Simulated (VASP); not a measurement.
# Lattice vibrations of GaCuSe2, part 2 of 2

How does the lattice of GaCuSe2 vibrate? The start is a cell from a database of measured crystal structures.

VASP 6.6.1; PBEsol, no spin polarisation; plane waves and PAW (Se, Ga, Cu).

So far. Step 2 (Relax the host): The run ended after 8 ionic steps, 0.055 eV below its first step, once forces and stress met EDIFFG = -0.02. The relaxed cell has a = 5.587, c = 11.084 Å (conventional setting).

### Step 3. Tight relaxation

Force constants are second derivatives, so residual forces and stress must first be far smaller than in an ordinary relaxation. Smearing, mesh and cutoff differ from the relaxation before, which can move the cell too.

File INCAR:

```
SYSTEM = GaCuSe2
PREC = Accurate
ENCUT = 360
EDIFF = 1E-08
NELM = 120
ISMEAR = 1
SIGMA = 0.2
LREAL = .FALSE.
ALGO = Fast
GGA = PS
NBANDS = 34
LASPH = .TRUE.
LORBIT = 11
LWAVE = .FALSE.
LCHARG = .FALSE.
KPAR = 4
IBRION = 1
NSW = 30
ISIF = 3
EDIFFG = -0.002
POTIM = 0.4
```

File POSCAR:

```
GaCuSe2
1.0
   -2.7934117258      2.7934117258      5.5420823614
    2.7934117258     -2.7934117258      5.5420823614
    2.7934117258      2.7934117258     -5.5420823614
Se Ga Cu
4 2 2
Direct
    0.1160409788      0.6250000000      0.9910409788
    0.8750000000      0.8839590212      0.5089590212
    0.6339590212      0.1250000000      0.0089590212
    0.3750000000      0.3660409788      0.4910409788
    0.2500000000      0.7500000000      0.5000000000
    0.5000000000      0.5000000000      0.0000000000
    0.7500000000      0.2500000000      0.5000000000
    0.0000000000      0.0000000000      0.0000000000
```

File KPOINTS:

```
Automatic mesh
0
Gamma
8 8 8
0 0 0
```

Potentials, in the order of the species: Se, Ga and Cu (PBE family, release 64).

On the command line:

```console
$ mpirun -np 4 vasp_std
```

The program printed:

```text
[banner, memory and clock lines left out]
running    4 mpi-ranks, on    1 nodes
 distrk:  each k-point on    1 cores,    4 groups
 distr:  one band on    1 cores,    1 groups

 POSCAR found type information on POSCAR SeGaCu
 POSCAR found :  3 types and       8 ions
 [... a notice as in an earlier step ...]

 LDA part: xc-table for (Slater+PW92), standard interpolation
 POSCAR, INCAR and KPOINTS ok, starting setup
 FFT: planning ... GRIDC
 FFT: planning ... GRID_SOFT
 FFT: planning ... GRID
 WAVECAR not read
 entering main loop
       N       E                     dE             d eps       ncg     rms          rms(c)
DAV:   1     0.366033387092E+03    0.36603E+03   -0.16742E+04  4012   0.115E+03
DAV:   2     0.977054745385E+01   -0.35626E+03   -0.34185E+03  4086   0.295E+02
DAV:   3    -0.342222449251E+02   -0.43993E+02   -0.43045E+02  5678   0.121E+02
DAV:   4    -0.363417589816E+02   -0.21195E+01   -0.21001E+01  5524   0.262E+01
DAV:   5    -0.364217976451E+02   -0.80039E-01   -0.79925E-01  5380   0.489E+00    0.136E+01
RMM:   6    -0.366119060766E+02   -0.19011E+00   -0.37102E+01  4031   0.683E+01    0.981E+00
RMM:   7    -0.344715115989E+02    0.21404E+01   -0.10536E+01  4278   0.398E+01    0.356E+00
RMM:   8    -0.344449923065E+02    0.26519E-01   -0.12484E+00  4477   0.111E+01    0.194E+00
RMM:   9    -0.344308386710E+02    0.14154E-01   -0.47814E-01  4571   0.613E+00    0.645E-01
RMM:  10    -0.344283845651E+02    0.24541E-02   -0.12016E-01  4622   0.226E+00    0.179E-01
RMM:  11    -0.344303911414E+02   -0.20066E-02   -0.28169E-02  4742   0.684E-01    0.219E-01
RMM:  12    -0.344301504215E+02    0.24072E-03   -0.23163E-03  4832   0.305E-01    0.137E-01
RMM:  13    -0.344299961699E+02    0.15425E-03   -0.19828E-03  4748   0.229E-01    0.413E-02
RMM:  14    -0.344299562234E+02    0.39946E-04   -0.32622E-04  4362   0.111E-01    0.151E-02
RMM:  15    -0.344299610346E+02   -0.48113E-05   -0.13210E-04  4715   0.758E-02    0.793E-03
RMM:  16    -0.344299615541E+02   -0.51944E-06   -0.33051E-05  4869   0.286E-02    0.232E-03
RMM:  17    -0.344299624703E+02   -0.91626E-06   -0.49678E-06  4965   0.103E-02    0.393E-03
RMM:  18    -0.344299618180E+02    0.65234E-06   -0.27954E-06  4653   0.108E-02    0.975E-04
RMM:  19    -0.344299619331E+02   -0.11514E-06   -0.70685E-07  4783   0.404E-03    0.803E-04
RMM:  20    -0.344299619159E+02    0.17217E-07   -0.68912E-08  3282   0.131E-03    0.477E-04
RMM:  21    -0.344299619188E+02   -0.28699E-08   -0.71120E-08  3669   0.118E-03
   1 F= -.34429962E+02 E0= -.34431509E+02  d E =-.344300E+02
 BRION: g(F)=  0.690E-06 g(S)=  0.333E-04
 bond charge predicted
       N       E                     dE             d eps       ncg     rms          rms(c)
DAV:   1    -0.344300566734E+02   -0.94757E-04   -0.18809E-03  5860   0.512E-01    0.653E-02
RMM:   2    -0.344300231293E+02    0.33544E-04   -0.55694E-04  4214   0.262E-01    0.375E-02
RMM:   3    -0.344299938625E+02    0.29267E-04   -0.15353E-04  4158   0.147E-01    0.191E-02
RMM:   4    -0.344299919051E+02    0.19574E-05   -0.51831E-05  5328   0.353E-02    0.590E-03
RMM:   5    -0.344299915997E+02    0.30536E-06   -0.34058E-06  4269   0.109E-02    0.411E-03
RMM:   6    -0.344299916428E+02   -0.43115E-07   -0.29489E-06  4101   0.651E-03    0.204E-03
RMM:   7    -0.344299914341E+02    0.20874E-06   -0.38666E-07  4129   0.625E-03    0.519E-04
RMM:   8    -0.344299914506E+02   -0.16514E-07   -0.42716E-07  3999   0.224E-03    0.108E-03
RMM:   9    -0.344299914237E+02    0.26881E-07   -0.11246E-07  3868   0.176E-03    0.136E-04
RMM:  10    -0.344299914321E+02   -0.83701E-08   -0.38574E-08  3018   0.118E-03
   2 F= -.34429991E+02 E0= -.34431538E+02  d E =-.295133E-04
[...]
3 F= -.34429999E+02 E0= -.34431547E+02  d E =-.799978E-05
[...]
4 F= -.34430036E+02 E0= -.34431583E+02  d E =-.362977E-04
[...]
5 F= -.34430041E+02 E0= -.34431589E+02  d E =-.512807E-05
 BRION: g(F)=  0.356E-08 g(S)=  0.494E-05 retain N=  2 mean eig= 3.09
 eig:   5.449  0.732
 bond charge predicted
       N       E                     dE             d eps       ncg     rms          rms(c)
DAV:   1    -0.344300723214E+02   -0.31465E-04   -0.47840E-04  4744   0.370E-01    0.429E-02
RMM:   2    -0.344300584430E+02    0.13878E-04   -0.29883E-04  4189   0.194E-01    0.239E-02
RMM:   3    -0.344300436090E+02    0.14834E-04   -0.74093E-05  4164   0.103E-01    0.889E-03
RMM:   4    -0.344300429248E+02    0.68425E-06   -0.15333E-05  5199   0.189E-02    0.286E-03
RMM:   5    -0.344300428163E+02    0.10842E-06   -0.11180E-06  4025   0.100E-02    0.232E-03
RMM:   6    -0.344300427540E+02    0.62367E-07   -0.85297E-07  4619   0.514E-03    0.111E-03
RMM:   7    -0.344300427533E+02    0.65711E-09   -0.33765E-07  4257   0.320E-03    0.804E-04
RMM:   8    -0.344300427753E+02   -0.21954E-07   -0.10213E-07  3990   0.199E-03    0.727E-04
RMM:   9    -0.344300427575E+02    0.17802E-07   -0.24059E-08  2669   0.121E-03    0.311E-04
RMM:  10    -0.344300427602E+02   -0.27135E-08   -0.14793E-08  2474   0.127E-03
   6 F= -.34430043E+02 E0= -.34431592E+02  d E =-.190257E-05
 BRION: g(F)=  0.270E-08 g(S)=  0.939E-07 retain N=  1 mean eig= 0.79
 eig:   0.790
 reached required accuracy - stopping structural energy minimisation
```

It took 8.8 min on 4 MPI ranks of Intel Xeon Platinum 8488C (Sapphire Rapids), shared host; peak memory 1.6 GiB.

From OUTCAR (step 3):

```text
  LATTYP: Found a body centered tetragonal cell.
 ALAT       =     5.5868234516
 C/A-ratio  =     1.9839833528

 Found     59 irreducible k-points:

   k-points           NKPTS =     59   k-points in BZ     NKDIM =     59   number of bands    NBANDS=     34

   dimension x,y,z NGX =    42 NGY =   42 NGZ =   42
   dimension x,y,z NGXF=    84 NGYF=   84 NGZF=   84

   ENCUT  =  360.0 eV  26.46 Ry    5.14 a.u.  10.53 10.53 10.53*2*pi/ulx,y,z

   NELECT =      52.0000    total number of electrons

 E-fermi :   3.3571

 k-point     1 :       0.0000    0.0000    0.0000
  band No.  band energies     occupation
    ...
     22       1.5642      2.00000
     23       1.6623      2.00000
     24       3.2869      1.55514
     25       3.2869      1.55514
     26       3.3760      0.84079
     27       3.4956      0.08545
     28       5.1556     -0.00000
     29       5.4559     -0.00000
     30       7.2664     -0.00000
     31       7.2664     -0.00000
    ...

 k-point     2 :       0.1250    0.0000    0.0000
  band No.  band energies     occupation
    ...
     22       1.6740      2.00000
     23       1.7026      2.00000
     24       2.6301      2.00000
     25       3.1323      2.06735
     26       3.2897      1.53597
     27       4.2446     -0.00000
     28       5.4032     -0.00000
     29       5.6195     -0.00000
     30       6.9850     -0.00000
     31       7.0962     -0.00000
    ...

  Total        0.0026172      0.0026172      0.0023990      0.0000000      0.0000000      0.0000000
  in kB        0.0242487      0.0242487      0.0222271      0.0000000      0.0000000      0.0000000
  external PRESSURE =       0.0235748 kB  Pullay stress =       0.0000000 kB

  energy-cutoff  :      360.00
  volume of cell :      172.93
      direct lattice vectors                 reciprocal lattice vectors
    -2.790875807  2.790875807  5.550411090     0.000000000  0.179155231  0.090083418
     2.790875807 -2.790875807  5.550411090     0.179155231  0.000000000  0.090083418
     2.790875807  2.790875807 -5.550411090     0.179155231  0.179155231  0.000000000

 POSITION                                       TOTAL-FORCE (eV/Angst)
 -----------------------------------------------------------------------------------
      4.18631      1.34488     -1.38760         0.000000      0.000132     -0.000000
      1.44599      1.39544      6.93801        -0.000132     -0.000000      0.000000
     -1.39544      1.44599      4.16281        -0.000000     -0.000132      0.000000
      1.34488      1.39544      1.38760         0.000132     -0.000000     -0.000000
      2.79088      0.00000      2.77521        -0.000000     -0.000000     -0.000000
      0.00000      0.00000      5.55041        -0.000000     -0.000000     -0.000000
      0.00000      2.79088      2.77521        -0.000000     -0.000000      0.000000
      0.00000      0.00000     -0.00000        -0.000000     -0.000000      0.000000
 -----------------------------------------------------------------------------------
    total drift:                               -0.000017     -0.000017     -0.000024

  FREE ENERGIE OF THE ION-ELECTRON SYSTEM (eV)
  ---------------------------------------------------
  free  energy   TOTEN  =       -34.4300427602 eV

  energy  without entropy=      -34.4346906496  energy(sigma->0) =      -34.43159206

 total charge
# of ion       s       p       d       tot
------------------------------------------
    1        1.448   2.375   0.050   3.873
    2        1.448   2.375   0.050   3.873
    3        1.448   2.375   0.050   3.873
    4        1.448   2.375   0.050   3.873
    5        1.084   1.092   0.166   2.343
    6        1.084   1.092   0.166   2.343
    7        0.386   0.371   9.260  10.018
    8        0.386   0.371   9.260  10.018
--------------------------------------------------
tot          8.732  12.426  19.054  40.213

[... 3 parts as in an earlier step ...]

[... 7 further parts left out ...]
```

CONTCAR:

```
GaCuSe2
   1.00000000000000
    -2.7908758068113482    2.7908758068113482    5.5504110897026537
     2.7908758068113482   -2.7908758068113482    5.5504110897026537
     2.7908758068113482    2.7908758068113482   -5.5504110897026537
  Se              Ga              Cu
     4     2     2
Direct
     0.1159426310246119    0.6250000000000000    0.9909426310246126
     0.8750000000000000    0.8840573689753874    0.5090573689753874
     0.6340573689753874    0.1250000000000000    0.0090573689753882
     0.3750000000000000    0.3659426310246117    0.4909426310246117
     0.2500000000000000    0.7500000000000000    0.5000000000000000
     0.5000000000000000    0.5000000000000000    0.0000000000000000
     0.7500000000000000    0.2500000000000000    0.5000000000000000
     0.0000000000000000    0.0000000000000000    0.0000000000000000
```

Step by step:

```
step  energy less that of the first step (eV)  largest force (eV/Å)  pressure (GPa)  volume (Å³)
   1                                   0.0000                0.0021           -0.02       172.98
   2                                   0.0000                0.0021            0.00       172.94
   3                                   0.0000                0.0020            0.00       172.94
   4                                  -0.0001                0.0005            0.03       172.86
   5                                  -0.0001                0.0002            0.02       172.89
   6                                  -0.0001                0.0001            0.00       172.93
```

```csv
"conventional cell, symmetrised",before,after,change
a (Å),5.587,5.582,-0.1 %
b (Å),5.587,5.582,-0.1 %
c (Å),11.084,11.101,+0.2 %
volume (Å³/atom),21.62,21.62,-0.0 %
```

The relaxed structure:

```cif
data_structure
_symmetry_space_group_name_H-M 'P 1'
_symmetry_Int_Tables_number 1
_cell_length_a 6.8107
_cell_length_b 6.8107
_cell_length_c 6.8107
_cell_angle_alpha 131.618
_cell_angle_beta 131.618
_cell_angle_gamma 70.833
_cell_volume 172.93
loop_
_atom_site_label
_atom_site_type_symbol
_atom_site_fract_x
_atom_site_fract_y
_atom_site_fract_z
_atom_site_occupancy
Se1 Se 0.11594 0.62500 0.99094 1
Se2 Se 0.87500 0.88406 0.50906 1
Se3 Se 0.63406 0.12500 0.00906 1
Se4 Se 0.37500 0.36594 0.49094 1
Ga5 Ga 0.25000 0.75000 0.50000 1
Ga6 Ga 0.50000 0.50000 0.00000 1
Cu7 Cu 0.75000 0.25000 0.50000 1
Cu8 Cu 0.00000 0.00000 0.00000 1
```

This step gave:

* electronic cycles: 67
* free energy (TOTEN): -34.43 eV
* energy at zero smearing: -34.43 eV
* Fermi energy: 3.357 eV
* pressure: 0.002357 GPa

The run ended after 6 ionic steps, 0.000 eV below its first step, once forces and stress met EDIFFG = -0.002.

A spacing of under 0.3 eV between levels on this mesh is not given as a gap, since the run was smeared as a metal.

### Step 4. Force constants in the supercell

System of this step: GaCuSe2. It takes space group I-42d (No. 122, tetragonal). Conventional cell: a = 5.582 Å, b = 5.582 Å, c = 11.101 Å, α = 90.00°, β = 90.00°, γ = 90.00°. Se has 2 Cu at 2.38 Å and 2 Ga at 2.44 Å nearest. Ga has 4 Se at 2.44 Å nearest. Nearest to Cu lie 4 Se at 2.38 Å. Farther neighbours and most contacts between anions are not listed.

Each independent atom is moved by 0.015 Å both ways; the forces give the force constants out to half the supercell.

File INCAR:

```
SYSTEM = GaCuSe2
PREC = Accurate
ENCUT = 360
EDIFF = 1E-07
NELM = 120
ISMEAR = 1
SIGMA = 0.2
LREAL = .FALSE.
ALGO = Fast
GGA = PS
NBANDS = 128
LASPH = .TRUE.
LWAVE = .FALSE.
LCHARG = .FALSE.
KPAR = 4
IBRION = 6
NSW = 1
NFREE = 2
POTIM = 0.015
ISIF = 0
ADDGRID = .TRUE.
```

File POSCAR:

```
GaCuSe2
1.0
    0.0000000000      0.0000000000     11.1008221794
    5.5817516136     -5.5817516136      0.0000000000
    5.5817516136      5.5817516136    -11.1008221794
Se Ga Cu
16 8 8
Direct
    0.3704713155      0.2545286845      0.4954713155
    0.3704713155      0.2545286845      0.9954713155
    0.8704713155      0.7545286845      0.4954713155
    0.8704713155      0.7545286845      0.9954713155
    0.8795286845      0.0045286845      0.2545286845
    0.8795286845      0.0045286845      0.7545286845
    0.3795286845      0.5045286845      0.2545286845
    0.3795286845      0.5045286845      0.7545286845
    0.3795286845      0.7454713155      0.0045286845
    0.3795286845      0.7454713155      0.5045286845
    0.8795286845      0.2454713155      0.0045286845
    0.8795286845      0.2454713155      0.5045286845
    0.3704713155      0.9954713155      0.2454713155
    0.3704713155      0.9954713155      0.7454713155
    0.8704713155      0.4954713155      0.2454713155
    0.8704713155      0.4954713155      0.7454713155
    0.5000000000      0.2500000000      0.2500000000
    0.5000000000      0.2500000000      0.7500000000
    0.0000000000      0.7500000000      0.2500000000
    0.0000000000      0.7500000000      0.7500000000
    0.5000000000      0.0000000000      0.0000000000
    0.5000000000      0.0000000000      0.5000000000
    0.0000000000      0.5000000000      0.0000000000
    0.0000000000      0.5000000000      0.5000000000
    0.5000000000      0.7500000000      0.2500000000
    0.5000000000      0.7500000000      0.7500000000
    0.0000000000      0.2500000000      0.2500000000
    0.0000000000      0.2500000000      0.7500000000
    0.0000000000      0.0000000000      0.0000000000
    0.0000000000      0.0000000000      0.5000000000
    0.5000000000      0.5000000000      0.0000000000
    0.5000000000      0.5000000000      0.5000000000
```

File KPOINTS:

```
Automatic mesh
0
Gamma
5 5 5
0 0 0
```

On the command line:

```console
$ mpirun -np 4 vasp_std
```

The program printed:

```text
[banner, memory and clock lines left out]
running    4 mpi-ranks, on    1 nodes
[...]
|                                                                             |
|               ----> ADVICE to this user running VASP <----                  |
|                                                                             |
|     You have a (more or less) 'large supercell' and for larger cells it     |
|     might be more efficient to use real-space projection operators.         |
|     Therefore, try LREAL= Auto in the INCAR file.                           |
|     Mind: For very accurate calculation, you might also keep the            |
|     reciprocal projection scheme (i.e. LREAL=.FALSE.).                      |
|                                                                             |

 [... a notice as in an earlier step ...]

 LDA part: xc-table for (Slater+PW92), standard interpolation
 POSCAR, INCAR and KPOINTS ok, starting setup
[...]
entering main loop
       N       E                     dE             d eps       ncg     rms          rms(c)
DAV:   1     0.171157455562E+04    0.17116E+04   -0.62988E+04  4608   0.122E+03
DAV:   2     0.150850208811E+03   -0.15607E+04   -0.14964E+04  4744   0.340E+02
DAV:   3    -0.120329725128E+03   -0.27118E+03   -0.25969E+03  6416   0.162E+02
DAV:   4    -0.145082087401E+03   -0.24752E+02   -0.24213E+02  7144   0.593E+01
[...]
RMM:  19    -0.137717935566E+03   -0.38393E-05   -0.52566E-05  6211   0.150E-02    0.695E-03
RMM:  20    -0.137717935795E+03   -0.22893E-06   -0.31219E-06  4792   0.409E-03    0.775E-03
RMM:  21    -0.137717935840E+03   -0.45402E-07   -0.60294E-07  3644   0.197E-03
   1 F= -.13771794E+03 E0= -.13772366E+03  d E =0.171645E-01
[... from here on, the cycles between the ionic steps are left out ...]
   2 F= -.13771692E+03 E0= -.13772264E+03  d E =0.171683E-01
   3 F= -.13771692E+03 E0= -.13772264E+03  d E =0.171683E-01
   4 F= -.13771690E+03 E0= -.13772265E+03  d E =0.172378E-01
   5 F= -.13771688E+03 E0= -.13772258E+03  d E =0.170982E-01
   6 F= -.13771691E+03 E0= -.13772263E+03  d E =0.171679E-01
 Finite differences progress:
  Degree of freedom:   3/  7
  Displacement:        1/  2
  Total:               5/ 14
[...]
N       E                     dE             d eps       ncg     rms          rms(c)
DAV:   1    -0.137714104460E+03    0.28067E-02   -0.48185E-01 16312   0.147E+00    0.227E-01
RMM:   2    -0.137716323480E+03   -0.22190E-02   -0.25428E-02 19772   0.671E-01    0.704E-02
RMM:   3    -0.137716896512E+03   -0.57303E-03   -0.66032E-03 20177   0.246E-01    0.650E-02
RMM:   4    -0.137716921975E+03   -0.25464E-04   -0.91392E-04 19994   0.112E-01    0.444E-02
RMM:   5    -0.137716914138E+03    0.78368E-05   -0.30366E-04 19607   0.392E-02    0.143E-02
```

Run time: 3 h. Hardware: 4 MPI ranks.

The run was stopped at its time limit, so it gives no result of its own.

### Step 5. Results

| Property | Result |
| --- | --- |
| result | none |

**Reading.** The session ends without its result: «force constants in the supercell» met its time limit.

[Lines on the potential files, build, host, timing and source positions are cut from VASP's logs without a mark.]

[Logs are printed without paths, hosts, clocks, repeated set-up lines and the standing remarks that a program may print on its own settings, such as how far it seeks lower states.]

[Hosts, paths, dates, database ids (printed as entryN), source tags and the programs' standing remarks are cut or masked in the printed files.]

[Runs that stopped without an error message from VASP are left out.]
